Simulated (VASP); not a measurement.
Output of a VASP run:

### OSZICAR
```
...
       N       E                     dE             d eps       ncg     rms          rms(c)
DAV:   1    -0.371716473263E+03   -0.20961E-01   -0.15619E+01   364   0.112E+01    0.552E-01
RMM:   2    -0.371742080300E+03   -0.25607E-01   -0.30122E-01   318   0.144E+00    0.304E-01
RMM:   3    -0.371741436102E+03    0.64420E-03   -0.17564E-02   318   0.373E-01    0.245E-01
RMM:   4    -0.371740388785E+03    0.10473E-02   -0.31623E-03   318   0.131E-01    0.151E-01
RMM:   5    -0.371739700643E+03    0.68814E-03   -0.24298E-03   318   0.110E-01    0.975E-02
RMM:   6    -0.371739598005E+03    0.10264E-03   -0.48905E-04   318   0.514E-02    0.408E-02
RMM:   7    -0.371739590231E+03    0.77738E-05   -0.63199E-05   277   0.190E-02
   5 F= -.37173959E+03 E0= -.37170103E+03  d E =-.440781E-01
       N       E                     dE             d eps       ncg     rms          rms(c)
DAV:   1    -0.371738229750E+03    0.13683E-02   -0.54874E+00   364   0.663E+00    0.327E-01
RMM:   2    -0.371747158618E+03   -0.89289E-02   -0.10516E-01   318   0.850E-01    0.178E-01
RMM:   3    -0.371746913732E+03    0.24489E-03   -0.61024E-03   318   0.219E-01    0.142E-01
RMM:   4    -0.371746557660E+03    0.35607E-03   -0.11258E-03   318   0.776E-02    0.881E-02
RMM:   5    -0.371746314737E+03    0.24292E-03   -0.85307E-04   318   0.650E-02    0.476E-02
RMM:   6    -0.371746293718E+03    0.21019E-04   -0.14855E-04   300   0.287E-02    0.223E-02
RMM:   7    -0.371746291875E+03    0.18438E-05   -0.20896E-05   202   0.104E-02
   6 F= -.37174629E+03 E0= -.37170773E+03  d E =-.507798E-01
       N       E                     dE             d eps       ncg     rms          rms(c)
DAV:   1    -0.371748404048E+03   -0.21103E-02   -0.19174E+00   364   0.399E+00    0.196E-01
RMM:   2    -0.371751557423E+03   -0.31534E-02   -0.37910E-02   318   0.521E-01    0.119E-01
RMM:   3    -0.371751416190E+03    0.14123E-03   -0.21464E-03   318   0.133E-01    0.922E-02
RMM:   4    -0.371751248941E+03    0.16725E-03   -0.38795E-04   318   0.469E-02    0.547E-02
RMM:   5    -0.371751155803E+03    0.93139E-04   -0.35915E-04   318   0.412E-02    0.352E-02
RMM:   6    -0.371751143088E+03    0.12715E-04   -0.57043E-05   287   0.178E-02    0.109E-02
RMM:   7    -0.371751143945E+03   -0.85772E-06   -0.90127E-06   190   0.675E-03
   7 F= -.37175114E+03 E0= -.37171258E+03  d E =-.485207E-02
       N       E                     dE             d eps       ncg     rms          rms(c)
DAV:   1    -0.371751163710E+03   -0.20622E-04   -0.47835E-02   404   0.629E-01    0.309E-02
RMM:   2    -0.371751244336E+03   -0.80626E-04   -0.95696E-04   318   0.827E-02    0.193E-02
RMM:   3    -0.371751241114E+03    0.32221E-05   -0.54666E-05   260   0.212E-02    0.149E-02
RMM:   4    -0.371751237018E+03    0.40960E-05   -0.94446E-06   190   0.738E-03
   8 F= -.37175124E+03 E0= -.37171267E+03  d E =-.494514E-02
       N       E                     dE             d eps       ncg     rms          rms(c)
DAV:   1    -0.371751648824E+03   -0.40771E-03   -0.13427E-01   356   0.107E+00    0.520E-02
RMM:   2    -0.371751879972E+03   -0.23115E-03   -0.25502E-03   318   0.141E-01    0.305E-02
RMM:   3    -0.371751877993E+03    0.19793E-05   -0.15502E-04   318   0.360E-02    0.253E-02
RMM:   4    -0.371751867577E+03    0.10415E-04   -0.24094E-05   209   0.118E-02    0.130E-02
RMM:   5    -0.371751862005E+03    0.55724E-05   -0.22601E-05   195   0.110E-02
   9 F= -.37175186E+03 E0= -.37171330E+03  d E =-.624987E-03
```

**OUTCAR**
```
------------------------ aborting loop because EDIFF is reached ----------------------------------------
  FORCE on cell =-STRESS in cart. coord.  units (eV):
  Direction    XX          YY          ZZ          XY          YZ          ZX
  --------------------------------------------------------------------------------------
  Total      -17.2176980    -17.2166599    -17.2191245      0.0193964     -0.0293753      0.0246794
  in kB      -45.1262613    -45.1235405    -45.1299999      0.0508366     -0.0769904      0.0646828
  external PRESSURE =     -45.1266006 kB  Pullay stress =       0.0000000 kB
  volume of cell :      611.30
      direct lattice vectors                 reciprocal lattice vectors
     8.486959016  0.000000000  0.000000000     0.117827834  0.000000000  0.000000000
     0.000000000  8.486959016  0.000000000     0.000000000  0.117827834  0.000000000
     0.000000000  0.000000000  8.486959016     0.000000000  0.000000000  0.117827834
  FREE ENERGIE OF THE ION-ELECTRON SYSTEM (eV)
  ---------------------------------------------------
  free  energy   TOTEN  =      -371.7518620049 eV

  energy  without entropy=     -371.6747311088  energy(sigma->0) =     -371.71329656

 reached required accuracy - stopping structural energy minimisation
```
(Selected blocks of OUTCAR.)

File POSCAR:
```
Mg31O32
1
    8.4869590160     0.0000000000     0.0000000000
    0.0000000000     8.4869590160    -0.0000000000
   -0.0000000000    -0.0000000000     8.4869590160
Mg O
31 32
Direct
  0.5000000000   0.0000000000   0.0000000000
  0.7500000000   0.2500000000   0.0000000000
  0.7500000000   0.0000000000   0.2500000000
  0.0000000000   0.0000000000   0.0000000000
  0.2500000000   0.2500000000   0.0000000000
  0.5000000000   0.5000000000   0.0000000000
  0.7500000000   0.7500000000   0.0000000000
  0.2500000000   0.0000000000   0.2500000000
  0.4971150000   0.2448860000   0.2550740000
  0.7487060000   0.4985600000   0.2518000000
  0.5000000000   0.0000000000   0.5000000000
  0.7532020000   0.2477670000   0.5056790000
  0.7500000000   0.0000000000   0.7500000000
  0.0000000000   0.5000000000   0.0000000000
  0.2500000000   0.7500000000   0.0000000000
  0.0000000000   0.2500000000   0.2500000000
  0.2463090000   0.5026630000   0.2513950000
  0.5010010000   0.7512370000   0.2477060000
  0.0000000000   0.0000000000   0.5000000000
  0.2547160000   0.2490520000   0.5006190000
  0.7471740000   0.7451370000   0.5020650000
  0.2500000000   0.0000000000   0.7500000000
  0.4974820000   0.2508750000   0.7517490000
  0.7484960000   0.4991880000   0.7487280000
  0.0000000000   0.7500000000   0.2500000000
  0.0000000000   0.5000000000   0.5000000000
  0.2498340000   0.7451660000   0.4997680000
  0.0000000000   0.2500000000   0.7500000000
  0.2465380000   0.4955890000   0.7511060000
  0.5000870000   0.7449090000   0.7445080000
  0.0000000000   0.7500000000   0.7500000000
  0.7500000000   0.2500000000   0.2500000000
  0.0000000000   0.5000000000   0.2500000000
  0.0000000000   0.2500000000   0.5000000000
  0.2500000000   0.2500000000   0.2500000000
  0.4986660000   0.4980460000   0.2501570000
  0.7500000000   0.7500000000   0.2500000000
  0.0000000000   0.0000000000   0.2500000000
  0.4949630000   0.2444420000   0.4958720000
  0.7505540000   0.5055500000   0.5047190000
  0.0000000000   0.7500000000   0.5000000000
  0.7500000000   0.2500000000   0.7500000000
  0.0000000000   0.5000000000   0.7500000000
  0.0000000000   0.2500000000   0.0000000000
  0.2500000000   0.7500000000   0.2500000000
  0.5000000000   0.0000000000   0.2500000000
  0.2513970000   0.4972140000   0.5020760000
  0.5012560000   0.7522670000   0.5004790000
  0.7500000000   0.0000000000   0.5000000000
  0.2500000000   0.2500000000   0.7500000000
  0.5014420000   0.5055630000   0.7519670000
  0.7500000000   0.7500000000   0.7500000000
  0.0000000000   0.0000000000   0.7500000000
  0.5000000000   0.2500000000   0.0000000000
  0.7500000000   0.5000000000   0.0000000000
  0.0000000000   0.7500000000   0.0000000000
  0.2500000000   0.0000000000   0.5000000000
  0.2500000000   0.7500000000   0.7500000000
  0.5000000000   0.0000000000   0.7500000000
  0.2500000000   0.5000000000   0.0000000000
  0.5000000000   0.7500000000   0.0000000000
  0.7500000000   0.0000000000   0.0000000000
  0.2500000000   0.0000000000   0.0000000000
```

**Question.** Write an INCAR and KPOINTS that could have produced this output.

**Answer.** One answer among several that fit: the input of the run itself, PBE GGA, plane waves, VASP's PBE PAW potentials (set 64).

### INCAR
```
ISYM = 0
LCHARG = .FALSE.
ENCUT = 400   ! plane-wave cut-off (eV)
NELMIN = 4
GGA = PE   ! PBE
SYSTEM = Mg31O32
EDIFF = 1E-5   ! SCF stop (eV)
LWAVE = .TRUE.
LREAL = Auto   ! projection in real space or not
ISIF = 2   ! forces and stress, cell fixed
EDIFFG = -0.03
IBRION = 2   ! conjugate gradients
PREC = Normal
NELM = 100
SIGMA = 0.05   ! width (eV)
ALGO = Fast
LASPH = .TRUE.
NSW = 60   ! most ionic steps
ISMEAR = 0   ! Gaussian
```

KPOINTS:
```
Automatic mesh
0
Gamma
1 1 1
0 0 0
```

POTCAR, in this order: Mg O (PBE.64 set). Program: vasp_gam.

At this cut-off the stress carries a Pulay error, which pulls relaxed volumes low. The supercell is sampled at Γ alone, which is coarse: total energies, pressure and levels can be off, energies of defects by several tenths of an eV.

The cell is a supercell with a defect, built from MgO (rock salt): vac_Mg. The run is not spin-polarised, so no state with unpaired spins was tried.
